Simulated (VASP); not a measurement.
Here is a VASP 6.6.1 calculation.

File INCAR:

```
SYSTEM = ScPd
ALGO = Normal ; EDIFF = 1E-6
ENCUT = 520 ; ISIF = 2
ISMEAR = 0 ; LASPH = .True.
LCHARG = .False. ; LREAL = .False.
LWAVE = .False. ; NBANDS = 18
NELM = 100 ; PREC = Accurate
SIGMA = 0.1
```

The input KPOINTS:

```
k-points
0
Gamma
  12 12 12
  0 0 0
```

POSCAR

```
ScPd
1.0
    3.2313073127      0.0000000000      0.0000000000
    0.0000000000      3.2313073127      0.0000000000
    0.0000000000      0.0000000000      3.2313073127
Sc Pd
1 1
Direct
    0.5000000000      0.5000000000      0.5000000000
    0.0000000000      0.0000000000      0.0000000000
```

Potentials or basis: VASP PAW LDA potentials, release 64 (Sc_sv, Pd).

Run with:

```console
$ cat potpaw_LDA.64/Sc_sv/POTCAR potpaw_LDA.64/Pd/POTCAR > POTCAR
$ mpirun -np 1 vasp_std > vasp.out
```

**Question.** Predict the band gap on the k mesh.

**Answer.** None (metal or under the smearing width).

**Question.** What does it give for the pressure?

**Answer.** 0.5 GPa.
